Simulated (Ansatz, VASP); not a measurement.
## V (V wire along [100], 16 atoms a period): VASP beside Ansatz

One calculation is typed for both programs; each brings its own data sets. How far apart do they land? Of the first pair: The structure shown is the start of the Ansatz relaxation below; VASP solves that cell, so the two are compared at the walk's first step.

Main program and level: Ansatz 0.2.0; plane waves, with VASP 6.6.1 beside it; single point at PBE.

## (1) The starting structure

The cell holds 16 atoms: 16 V. Cell: a = 15.770 Å, b = 15.770 Å, c = 2.990 Å, α = 90.0°, β = 90.0°, γ = 90.0°. Vacuum lies along a and b. The structure's axis is c.

Structure file:

```cif
data_structure
_symmetry_space_group_name_H-M 'P 1'
_symmetry_Int_Tables_number 1
_cell_length_a 15.7700
_cell_length_b 15.7700
_cell_length_c 2.9900
_cell_angle_alpha 90.000
_cell_angle_beta 90.000
_cell_angle_gamma 90.000
_cell_volume 743.59
loop_
_atom_site_label
_atom_site_type_symbol
_atom_site_fract_x
_atom_site_fract_y
_atom_site_fract_z
_atom_site_occupancy
V1 V 0.21560 0.50000 0.00000 1
V2 V 0.40520 0.31040 0.00000 1
V3 V 0.40520 0.50000 0.00000 1
V4 V 0.40520 0.68960 0.00000 1
V5 V 0.59480 0.31040 0.00000 1
V6 V 0.59480 0.50000 0.00000 1
V7 V 0.59480 0.68960 0.00000 1
V8 V 0.78440 0.50000 0.00000 1
V9 V 0.31040 0.40520 0.50000 1
V10 V 0.31040 0.59480 0.50000 1
V11 V 0.50000 0.21560 0.50000 1
V12 V 0.50000 0.40520 0.50000 1
V13 V 0.50000 0.59480 0.50000 1
V14 V 0.50000 0.78440 0.50000 1
V15 V 0.68960 0.40520 0.50000 1
V16 V 0.68960 0.59480 0.50000 1
```

## (2) Ansatz: relaxation, PBE

Ansatz runs on its PAW soft_1 files.

The two programs are compared at the cell with which this relaxation starts, whose forces are those of its first step.

Contents of input.yaml:

```yaml
crystal:
  lattice:
    - [15.77, 0.0, 0.0]
    - [0.0, 15.77, 0.0]
    - [0.0, 0.0, 2.99]
  atoms:
    - { symbol: V, position: [0.215599239, 0.5, 0.0] }
    - { symbol: V, position: [0.405199746, 0.310399493, 0.0] }
    - { symbol: V, position: [0.405199746, 0.5, 0.0] }
    - { symbol: V, position: [0.405199746, 0.689600507, 0.0] }
    - { symbol: V, position: [0.594800254, 0.310399493, 0.0] }
    - { symbol: V, position: [0.594800254, 0.5, 0.0] }
    - { symbol: V, position: [0.594800254, 0.689600507, 0.0] }
    - { symbol: V, position: [0.784400761, 0.5, 0.0] }
    - { symbol: V, position: [0.310399493, 0.405199746, 0.5] }
    - { symbol: V, position: [0.310399493, 0.594800254, 0.5] }
    - { symbol: V, position: [0.5, 0.215599239, 0.5] }
    - { symbol: V, position: [0.5, 0.405199746, 0.5] }
    - { symbol: V, position: [0.5, 0.594800254, 0.5] }
    - { symbol: V, position: [0.5, 0.784400761, 0.5] }
    - { symbol: V, position: [0.689600507, 0.405199746, 0.5] }
    - { symbol: V, position: [0.689600507, 0.594800254, 0.5] }
kpoints:
  mp_grid: { grid: [1, 1, 27] }
scf:
  occupations: { method: fermi_dirac, width: 0.05 }
hamiltonian:
  xc: pbe
  pseudopotentials: { kind: paw, azcp: { folder: soft_1 } }
relax:
  cell: { fix: [a, b, alpha, beta, gamma] }
  max_steps: 45
  f_tol: 0.03
```

Started as:

```bash
$ ansatz run input.yaml --threads 4 --pin off --max-ram 16384MiB --backend cpu --events-out ev --progress --plain --runs-dir out
```

Numbers of over 12 decimals in the logs are rounded to 6 here.

Log:

```text
Engine: ansatz 0.2.0, aarch64-unknown-linux-gnu
Pseudopotentials: kind: paw
Pseudopotential: V, paw, valence charge 13, recommended cutoff 420 eV (normal), soft_1/V.paw.azcp
Functional definition: PBE
  parameter kappa = 0.804
  parameter beta = 0.066725
  exchange = pbe_x(kappa = kappa, mu = beta*pi^2/3)
  correlation = pbe_c(beta = beta)
Crystal: 16 atoms, lattice volume = 743.592 Å³
Basis set: ecut = 420 eV, 14361 PW (Γ), exchange–correlation on 216×216×40 points (8 copies of the dense FFT grid, shifted against one another)
Bands: 125, of which v1, the nominal top of the filled ones, is band 104 counted from 1 (103 counted from 0)
Symmetry: 16 space group operations
Space group: P42/mmc (ITA 131), of the structure as read, at distance tolerance 9.1e-5 Å
k-points: 14 of 27
Non-local potential: V, projectors of the file, l = 0: 3, l = 1: 2, l = 2: 3, l = 3: 1
PAW form: soft (Blöchl's): semilocal exchange-correlation on the pseudo side does not see the compensation charge
PAW one-centre angular grid: V, 590 points (default); XC on 64 Gauss nodes
Initial density: superposition of atomic densities (neutral atoms: chi_scale 0, normalization atom)
Initial wavefunctions: pseudopotential atomic-orbital guess
Functional: x = pbe(κ = 0.804, μ = 0.219515), c = pbe(β = 0.066725)
SCF iter   1: F=—  HF=-46608.814715 eV  |F-HF|=—  |Δ(HF+E_count)|=         —  Δρ=7.89e-2  dr2=3.72e2  ethr=3.10e-3  ⟨swp⟩=10.2  Hψ=8156  notcnv=0
preconditioner: auto → LDOS  [metal: Δε(μ)=0.016 eV  Ē_g=3.234 eV  σ=0.050 eV  W_gap=0.08  n_scr=114 (ndim 8)  ℏωp=12.2 eV  f_vac=0.553  D(μ)=16.92/eV (n_scr^D=80)  β→1.0]
SCF iter   2: F=—  HF=-46650.248428 eV  |F-HF|=—  |Δ(HF+E_count)|=    4.14e1  Δρ=2.12e-1  dr2=2.14e3  ethr=3.10e-3  ⟨swp⟩=13.6  Hψ=13801  notcnv=0  defer=10  recentre
SCF iter   3: F=—  HF=-46588.032023 eV  |F-HF|=—  |Δ(HF+E_count)|=    6.22e1  Δρ=4.40e-2  dr2=9.93e1  ethr=3.10e-3  ⟨swp⟩=10.9  Hψ=10098  notcnv=0  defer=4
SCF iter   4: F=—  HF=-46583.474646 eV  |F-HF|=—  |Δ(HF+E_count)|=    4.56e0  Δρ=1.23e-2  dr2=6.55e0  ethr=3.10e-3  ⟨swp⟩=6.1  Hψ=3950  notcnv=0  defer=16
SCF iter   5: F=—  HF=-46583.079229 eV  |F-HF|=—  |Δ(HF+E_count)|=   3.95e-1  Δρ=4.87e-3  dr2=2.44e-1  ethr=3.10e-3  ⟨swp⟩=4.0  Hψ=2944  notcnv=0  defer=16
SCF iter   6: F=—  HF=-46583.083977 eV  |F-HF|=—  |Δ(HF+E_count)|=   4.75e-3  Δρ=4.78e-3  dr2=4.01e-1  ethr=1.17e-4  ⟨swp⟩=5.7  Hψ=3642  notcnv=0  defer=11
SCF iter   7: F=—  HF=-46583.078942 eV  |F-HF|=—  |Δ(HF+E_count)|=   5.04e-3  Δρ=2.52e-3  dr2=2.61e-1  ethr=1.17e-4  ⟨swp⟩=2.8  Hψ=2328  notcnv=0  defer=13
SCF iter   8: F=—  HF=-46583.074587 eV  |F-HF|=—  |Δ(HF+E_count)|=   4.36e-3  Δρ=7.62e-4  dr2=1.22e-2  ethr=1.17e-4  ⟨swp⟩=1.9  Hψ=1838  notcnv=0  defer=12
SCF iter   9: F=—  HF=-46583.075013 eV  |F-HF|=—  |Δ(HF+E_count)|=   4.27e-4  Δρ=5.28e-4  dr2=5.61e-3  ethr=5.88e-6  ⟨swp⟩=2.7  Hψ=2361  notcnv=0  defer=11
SCF iter  10: F=—  HF=-46583.075254 eV  |F-HF|=—  |Δ(HF+E_count)|=   2.41e-4  Δρ=1.89e-4  dr2=4.21e-4  ethr=2.70e-6  ⟨swp⟩=2.0  Hψ=2012  notcnv=0  defer=11
SCF iter  11: F=—  HF=-46583.075280 eV  |F-HF|=—  |Δ(HF+E_count)|=   2.60e-5  Δρ=1.28e-4  dr2=5.37e-4  ethr=2.02e-7  ⟨swp⟩=2.2  Hψ=2348  notcnv=0  defer=11
SCF iter  12: F=—  HF=-46583.075292 eV  |F-HF|=—  |Δ(HF+E_count)|=   1.18e-5  Δρ=7.96e-5  dr2=1.51e-4  ethr=2.02e-7  ⟨swp⟩=1.6  Hψ=2036  notcnv=0  defer=11
SCF iter  13: F=—  HF=-46583.075316 eV  |F-HF|=—  |Δ(HF+E_count)|=   2.37e-5  Δρ=2.46e-5  dr2=1.20e-5  ethr=7.24e-8  ⟨swp⟩=1.9  Hψ=2052  notcnv=0  defer=11
SCF iter  14: F=—  HF=-46583.076335 eV  |F-HF|=—  |Δ(HF+E_count)|=   1.02e-3  Δρ=4.22e-6  dr2=2.55e-7  ethr=5.79e-9  ⟨swp⟩=2.4  Hψ=2337  notcnv=0  defer=11
SCF iter  15: F=-46583.076335 eV  HF=-46583.076335 eV  |F-HF|=1.03e-8  |Δ(HF+E_count)|=   1.45e-7  Δρ=2.15e-6  dr2=3.24e-8  ethr=4.81e-11  ⟨swp⟩=5.9  Hψ=5908  notcnv=0
SCF 1 converged in 15 iterations: F = -46583.076335 eV  dr2 = 3.24e-8
  greatest PAW one-centre occupation: 1.000 electrons in one spin orbital (limit 2), on the V atom at site 12 (counted from 0), in its partial waves of l = 0
relax step   1: F+E_penalty+E_count = -46583.07633525 eV  Δ(F+E_penalty+E_count) = +0.000e0 eV  max|allowed force component| = 2.019e0 eV/Å  Δτ_max = 0.0000 Å  P = -3.889 GPa  Ω = 743.592 Å³  fix = [a, b, alpha, beta, gamma]  reactions: a -3.844, b -3.844 GPa  (15 SCF iters, dr2 threshold 1.00e-7 eV, accepted)
[...]
relax step   5: F+E_penalty+E_count = -46584.65503391 eV  Δ(F+E_penalty+E_count) = -2.146e-3 eV  max|allowed force component| = 3.140e-2 eV/Å  Δτ_max = 0.0075 Å  P = -0.013 GPa  Ω = 736.873 Å³  energy of the carried Pulay correction = +1.758e-3 eV  fix = [a, b, alpha, beta, gamma]  reactions: a -0.015, b -0.015 GPa  (8 SCF iters, dr2 threshold 2.85e-7 eV, accepted)
[...]
relax step   6: F+E_penalty+E_count = -46584.65523326 eV  Δ(F+E_penalty+E_count) = -1.993e-4 eV  max|allowed force component| = 2.009e-3 eV/Å  Δτ_max = 0.0020 Å  P = -0.002 GPa  Ω = 736.903 Å³  energy of the carried Pulay correction = +1.750e-3 eV  fix = [a, b, alpha, beta, gamma]  reactions: a -0.004, b -0.004 GPa  (7 SCF iters, dr2 threshold 6.16e-8 eV, accepted)
[...]
relax step   7: F+E_penalty+E_count = -46584.65313070 eV  Δ(F+E_penalty+E_count) = +2.103e-3 eV  max|allowed force component| = 1.914e-3 eV/Å  Δτ_max = 0.0000 Å  P = +0.007 GPa  Ω = 736.903 Å³  fix = [a, b, alpha, beta, gamma]  reactions: a +0.005, b +0.005 GPa  stress off target by 1.15e-2 GPa on what of the cell is left free  SCF on the basis re-selected at this cell (its energy is not comparable with the rows above)  (7 SCF iters)
basis re-selected at this cell: Δ(F+E_penalty+E_count) = +2.103e-3 eV, ΔP = +0.009 GPa vs the last step (what re-selecting the basis moved, of the pressure what is left beyond the Pulay correction that the steps carried, after the strain that the cell walked since its last selection, with what the two solves' SCF thresholds leave and, on support functions, any second-order correction that the steps lacked; it is no m [...]
SCF converged after 7 iterations
Free energy (F): -46584.653131 eV
Harris-Foulkes:  -46584.653131 eV  (|F-HF|=3.64e-11)
Internal energy: -46584.478904 eV  (E = F + TS)
E sigma→0 (E₀):  -46584.566017 eV
Entropy (-TS):   -0.174227 eV (-10.889 meV/atom)
Fermi energy:    2.156598 eV
--- Per-component energies (eV) ---
  E_band       = -5323.223627
  E_kinetic    = 4730.603704
  E_local      = -146593.569632  (includes V_loc(G=0)·N_el)
  E_nonlocal   = 1334.277041
  E_hartree    = 70465.971802
  E_xc         = -1829.375069
  E_vxc        = -2313.161582  (∫ρ·V_xc dr)
  E_paw        = -18018.606954  (= ΣΔE_a)
  E_vpaw       = -3413.336007  (= ΣTr[D̂ρ^β])
  E_aug_tail   = 0.016874  (compensation charges beyond the density's cutoff)
  E_ewald      = 43326.203331
  E_smearing   = -0.174227  (= −TS)
  E_closure    = 0.000000  (closes the sum)
  Σ components = -46584.653131   (vs F -46584.653131, Δ=0.00e0)
--- Forces (eV/Å), atoms counted from 1 ---
  atom   1  V     -0.00129909     0.00000000     0.00000000
  atom   2  V     -0.00115922     0.00191368     0.00000000
  atom   3  V     -0.00137825     0.00000000     0.00000000
  atom   4  V     -0.00115922    -0.00191368     0.00000000
  atom   5  V      0.00115922     0.00191368     0.00000000
  atom   6  V      0.00137825     0.00000000     0.00000000
  atom   7  V      0.00115922    -0.00191368     0.00000000
  atom   8  V      0.00129909     0.00000000     0.00000000
  atom   9  V      0.00191368    -0.00115922     0.00000000
  atom  10  V      0.00191368     0.00115922     0.00000000
  atom  11  V      0.00000000    -0.00129909     0.00000000
  atom  12  V      0.00000000    -0.00137825     0.00000000
  atom  13  V      0.00000000     0.00137825     0.00000000
  atom  14  V      0.00000000     0.00129909     0.00000000
  atom  15  V     -0.00191368    -0.00115922     0.00000000
  atom  16  V     -0.00191368     0.00115922     0.00000000
  max |Σ_I F_I| component: 8.67e-19 eV/Å
--- Stress (GPa, compression-positive) ---
        0.004774       0.000000       0.000000
        0.000000       0.004774       0.000000
        0.000000       0.000000       0.011495
  P = ⅓ Tr σ = 0.0070 GPa (0.070 kbar)
--- Relaxed structure (6 steps of the walk, 6 accepted, 1 SCFs on fresh bases) ---
  F+E_penalty+E_count = -46584.65313070 eV   max|allowed force component| = 1.914e-3 eV/Å   (the final SCF, on the basis selected at the relaxed cell)
  cell:  # Å, volume = 736.9029 Å³
    - [15.77, 0.0, 0.0]
    - [0.0, 15.77, 0.0]
    - [0.0, 0.0, 2.963104]
  atoms:
    - { symbol: V, position: [0.233114, 0.500000, 0.0] }
    - { symbol: V, position: [0.410437, 0.312708, 0.0] }
    - { symbol: V, position: [0.407058, 0.500000, 0.0] }
    - { symbol: V, position: [0.410437, 0.687292, 0.0] }
    - { symbol: V, position: [0.589563, 0.312708, 0.0] }
    - { symbol: V, position: [0.592942, 0.500000, 0.0] }
    - { symbol: V, position: [0.589563, 0.687292, 0.0] }
    - { symbol: V, position: [0.766886, 0.500000, 0.0] }
    - { symbol: V, position: [0.312708, 0.410437, 0.500000] }
    - { symbol: V, position: [0.312708, 0.589563, 0.500000] }
    - { symbol: V, position: [0.500000, 0.233114, 0.500000] }
    - { symbol: V, position: [0.500000, 0.407058, 0.500000] }
    - { symbol: V, position: [0.500000, 0.592942, 0.500000] }
    - { symbol: V, position: [0.500000, 0.766886, 0.500000] }
    - { symbol: V, position: [0.687292, 0.410437, 0.500000] }
    - { symbol: V, position: [0.687292, 0.589563, 0.500000] }
```

[end of part 1 of 2]

[Lines on the potential files, build, host, timing and source positions are cut from VASP's logs without a mark.]

[Logs are printed without paths, hosts, clocks, repeated set-up lines and the standing remarks that a program may print on its own settings, such as how far it seeks lower states.]

[Hosts, paths, dates, database ids (printed as entryN), source tags and the programs' standing remarks are cut or masked in the printed files.]
